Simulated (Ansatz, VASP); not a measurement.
# SnH5CN2Cl3 in two plane-wave programs

Aim: how closely do two programs agree when they are given the same cell, functional and k mesh? The cell is taken from a series of runs on this material, whose earlier steps may have relaxed, scaled, displaced or heated it; both programs get it as it stands.

Main program and level: Ansatz 0.2.0; plane waves, with VASP 6.6.1 beside it; single point at HSE06.

## Step 1: The starting structure

It takes space group Amm2 (No. 38, orthorhombic). Conventional cell: a = 6.040 Å, b = 7.718 Å, c = 8.059 Å, α = 90.00°, β = 90.00°, γ = 90.00°. Sn has 6 Cl at 2.66 to 3.04 Å nearest. Nearest to H lie 1 N at 1.02 Å. Nearest to H lie 1 N at 1.01 Å. Nearest to H lie 1 C at 1.09 Å. Nearest to C lie 1 H at 1.09 Å and 2 N at 1.31 Å. N has 2 H at 1.01 to 1.02 Å and 1 C at 1.31 Å nearest. Farther neighbours and most contacts between anions are not listed.

Structure file:

```
Sn H C N Cl
1.0
     6.04049    0.00000    0.00000
     0.00000    3.85919    4.02927
     0.00000   -3.85919    4.02927
Sn H C N Cl
1 5 1 2 3
Cartesian
  3.0202 0.0000 2.9474
  1.2201 0.0000 5.7761
  4.8204 0.0000 5.7761
  1.9914 0.0000 7.3606
  4.0491 0.0000 7.3606
  0.0000 0.0000 0.4465
  0.0000 0.0000 7.4117
  1.1512 0.0000 6.7930
  4.8893 0.0000 6.7930
  3.0202 2.1059 4.9709
  3.0202 -2.1059 4.9709
  0.0000 0.0000 3.2715
```

## Step 2: VASP: single point, HSE06

A single point gives forces, pressure and levels at one fixed geometry, so differences don't come from the geometry; what else differs is listed under the comparison.

Lines of VASP's logs that name or quote its potential files are left out, and so is its time.

The run reads the wave functions of an earlier VASP run, which isn't shown here.

Input file INCAR:

```
SYSTEM = SnH5CN2Cl3
PREC = Accurate
ENCUT = 520
EDIFF = 1E-06
NELM = 100
ISMEAR = 0
SIGMA = 0.01
LREAL = .FALSE.
ALGO = Normal
LHFCALC = .TRUE.
AEXX = 0.25
GGA = PE
HFSCREEN = 0.208
LASPH = .TRUE.
NBANDS = 39
PRECFOCK = Fast
LORBIT = 11
LWAVE = .FALSE.
LCHARG = .FALSE.
ISIF = 2
```

Input file POSCAR:

```
SnH5CN2Cl3
1.0
    6.0404870000      0.0000000000      0.0000000000
    0.0000000000      3.8591910000      4.0292684500
    0.0000000000     -3.8591910000      4.0292684500
Sn H C N Cl
1 5 1 2 3
Direct
    0.5000000000      0.3657528050      0.3657528050
    0.2019885572      0.7167666260      0.7167666260
    0.7980114428      0.7167666260      0.7167666260
    0.3296690576      0.9133964881      0.9133964881
    0.6703309424      0.9133964881      0.9133964881
    0.0000000000      0.0554070664      0.0554070664
    0.0000000000      0.9197288014      0.9197288014
    0.1905769662      0.8429629205      0.8429629205
    0.8094230338      0.8429629205      0.8429629205
    0.5000000000      0.8896958166      0.3439999912
    0.5000000000      0.3439999912      0.8896958166
    0.0000000000      0.4059614500      0.4059614500
```

Input file KPOINTS:

```
Automatic mesh
0
Gamma
2 2 2
0 0 0
```

PAW data sets: Sn_d, H, C, N and Cl (PBE family, release 64).

Started as:

```
$ export OMP_NUM_THREADS=4
$ mpirun -np 1 vasp_std
```

Numbers of over 12 decimals in the logs are rounded to 6 here.

Log:

```text
[banner, memory and clock lines left out]
running    1 mpi-ranks, on    1 nodes
 distrk:  each k-point on    1 cores,    1 groups
 distr:  one band on    1 cores,    1 groups
 Offloading initialized ...    1 GPUs detected
 POSCAR found type information on POSCAR SnH C N Cl
 POSCAR found :  5 types and      12 ions
 LDA part: xc-table for (Slater+PW92), standard interpolation
 found WAVECAR, reading the header
 POSCAR, INCAR and KPOINTS ok, starting setup
 FFT: planning ... GRIDC
 FFT: planning ... GRID_SOFT
 FFT: planning ... GRID
 reading WAVECAR
 the WAVECAR file was read successfully
 initial charge from wavefunction
 entering main loop
       N       E                     dE             d eps       ncg     rms          rms(c)
DAV:   1    -0.692307504186E+02   -0.69231E+02   -0.77778E-01   510   0.589E+00    0.129E+00
DAV:   2    -0.692384008027E+02   -0.76504E-02   -0.70669E-02   555   0.123E+00    0.764E-01
DAV:   3    -0.692347132495E+02    0.36876E-02   -0.96711E-03   628   0.499E-01    0.460E-01
DAV:   4    -0.692343275236E+02    0.38573E-03   -0.18082E-03   540   0.213E-01    0.286E-01
DAV:   5    -0.692341132016E+02    0.21432E-03   -0.15907E-04   572   0.779E-02    0.168E-01
DAV:   6    -0.692340273953E+02    0.85806E-04   -0.84099E-05   578   0.496E-02    0.931E-02
DAV:   7    -0.692340027134E+02    0.24682E-04   -0.25176E-05   585   0.276E-02    0.517E-02
DAV:   8    -0.692339945664E+02    0.81471E-05   -0.62450E-06   616   0.143E-02    0.296E-02
DAV:   9    -0.692339922079E+02    0.23584E-05   -0.22766E-06   522   0.862E-03    0.174E-02
DAV:  10    -0.692339916017E+02    0.60628E-06   -0.79771E-07   397   0.546E-03
   1 F= -.69233992E+02 E0= -.69233992E+02  d E =-.194497E-23
```

Parts of OUTCAR (step 2):

```text
ion  position               nearest neighbor table
   1  0.500  0.366  0.366-  10 2.66  11 2.66  10 2.92  11 2.92  12 3.04  12 3.04
   2  0.202  0.717  0.717-   8 1.02
   3  0.798  0.717  0.717-   9 1.02
   4  0.330  0.913  0.913-   8 1.01
   5  0.670  0.913  0.913-   9 1.01
   6  0.000  0.055  0.055-   7 1.09
   7  0.000  0.920  0.920-   6 1.09   8 1.31   9 1.31
   8  0.191  0.843  0.843-   4 1.01   2 1.02   7 1.31
   9  0.809  0.843  0.843-   5 1.01   3 1.02   7 1.31
  10  0.500  0.890  0.344-   1 2.66   1 2.92
  11  0.500  0.344  0.890-   1 2.66   1 2.92
  12  0.000  0.406  0.406-   1 3.04   1 3.04

  LATTYP: Found a base centered orthorhombic cell.
 ALAT       =     7.7183820000
 B/A-ratio  =     1.0440707521
 C/A-ratio  =     0.7826105264

 Subroutine GETGRP returns: Found  4 space group operations
 (whereof  4 operations were pure point group operations)

The static configuration has the point symmetry C_2v.

 Found      6 irreducible k-points:

   k-points           NKPTS =      6   k-points in BZ     NKDIM =      8   number of bands    NBANDS=     39

   dimension x,y,z NGX =    48 NGY =   42 NGZ =   42
   dimension x,y,z NGXF=    96 NGYF=   84 NGZF=   84

   ENCUT  =  520.0 eV  38.22 Ry    6.18 a.u.  11.23 10.37 10.37*2*pi/ulx,y,z

   NELECT =      54.0000    total number of electrons

 k-points in reciprocal lattice and weights: Automatic mesh
   0.00000000  0.00000000  0.00000000       0.125
   0.50000000  0.00000000  0.00000000       0.125
   0.00000000  0.50000000  0.00000000       0.250
   0.50000000  0.50000000  0.00000000       0.250
   0.00000000  0.50000000  0.50000000       0.125
   0.50000000  0.50000000  0.50000000       0.125

  exchange ACFDT corr.  =         0.00000000  see jH, gK, PRB 81, 115126

 average (electrostatic) potential at core
       1 -99.7112       2 -34.4840       3 -34.4840       4 -34.5613       5 -34.5613
       6 -33.2279       7 -52.0164       8 -63.8333       9 -63.8333      10 -89.7507
      11 -89.7507      12 -89.0290

 E-fermi :   1.4311

 k-point     1 :       0.0000    0.0000    0.0000
  band No.  band energies     occupation
    ...
     23      -1.9874      2.00000
     24      -1.9504      2.00000
     25      -1.6934      2.00000
     26      -1.5069      2.00000
     27      -1.2465      2.00000
     28       5.0567      0.00000
     29       6.0402      0.00000
     30       6.3873      0.00000
     31       7.1212      0.00000
     32       7.5316      0.00000
    ...

 k-point     2 :       0.5000    0.0000    0.0000
  band No.  band energies     occupation
    ...
     23      -2.0914      2.00000
     24      -1.6064      2.00000
     25      -1.3124      2.00000
     26      -1.2246      2.00000
     27      -0.6328      2.00000
     28       4.2651      0.00000
     29       5.1502      0.00000
     30       6.6423      0.00000
     31       7.2821      0.00000
     32       7.5718      0.00000
    ...

 k-point     3 :       0.0000    0.5000    0.0000
  band No.  band energies     occupation
    ...
     23      -2.1309      2.00000
     24      -1.5256      2.00000
     25      -1.5244      2.00000
     26      -1.3466      2.00000
     27      -0.5371      2.00000
     28       4.4198      0.00000
     29       5.1259      0.00000
     30       5.9392      0.00000
     31       7.0647      0.00000
     32       7.1407      0.00000
    ...

  Total       -0.5528542      2.3527054      0.3849098      0.0000000      0.0000000      0.0000000
  in kB       -4.7151639     20.0656716      3.2828051      0.0000000      0.0000000      0.0000000
  external PRESSURE =       6.2111043 kB  Pullay stress =       0.0000000 kB

  energy-cutoff  :      520.00
  volume of cell :      187.86
      direct lattice vectors                 reciprocal lattice vectors
     6.040487000  0.000000000  0.000000000     0.165549566  0.000000000 -0.000000000
     0.000000000  3.859191000  4.029268450    -0.000000000  0.129560833  0.124092005
     0.000000000 -3.859191000  4.029268450     0.000000000 -0.129560833  0.124092005

 POSITION                                       TOTAL-FORCE (eV/Angst)
 -----------------------------------------------------------------------------------
      3.02024      0.00000      2.94743         0.000000      0.000000     -0.299463
      1.22011      0.00000      5.77609        -0.051246      0.000000      0.412494
      4.82038      0.00000      5.77609         0.051246      0.000000      0.412494
      1.99136      0.00000      7.36064        -0.352798      0.000000     -0.221890
      4.04913      0.00000      7.36064         0.352798      0.000000     -0.221890
      0.00000      0.00000      0.44650         0.000000      0.000000     -0.241008
      0.00000      0.00000      7.41167         0.000000      0.000000     -0.304830
      1.15118      0.00000      6.79305        -0.134460      0.000000      0.091324
      4.88931      0.00000      6.79305         0.134460      0.000000      0.091324
      3.02024      2.10594      4.97089         0.000000      0.338397      0.113590
      3.02024     -2.10594      4.97089         0.000000     -0.338397      0.113590
      0.00000      0.00000      3.27146         0.000000      0.000000      0.054267
 -----------------------------------------------------------------------------------
    total drift:                                0.000001     -0.000005     -0.005076

  FREE ENERGIE OF THE ION-ELECTRON SYSTEM (eV)
  ---------------------------------------------------
  free  energy   TOTEN  =       -69.2339916017 eV

  energy  without entropy=      -69.2339916017  energy(sigma->0) =      -69.23399160

 total charge
# of ion       s       p       d       tot
------------------------------------------
    1        1.533   0.408  10.007  11.948
    2        0.615   0.089   0.000   0.704
    3        0.615   0.089   0.000   0.704
    4        0.625   0.092   0.000   0.717
    5        0.625   0.092   0.000   0.717
    6        0.631   0.050   0.000   0.681
    7        0.885   1.749   0.000   2.633
    8        1.226   2.839   0.000   4.065
    9        1.226   2.839   0.000   4.065
   10        1.591   3.572   0.000   5.163
   11        1.591   3.572   0.000   5.163
   12        1.587   3.537   0.000   5.124
--------------------------------------------------
tot         12.749  18.928  10.007  41.684

[... 3 further parts left out ...]
```

The run ends at a pressure of 0.62 GPa, with forces up to 0.42 eV/Å.

[end of part 1 of 2]

[Lines on the potential files, build, host, timing and source positions are cut from VASP's logs without a mark.]

[Logs are printed without paths, hosts, clocks, repeated set-up lines and the standing remarks that a program may print on its own settings, such as how far it seeks lower states.]

[Hosts, paths, dates, database ids (printed as entryN), source tags and the programs' standing remarks are cut or masked in the printed files.]
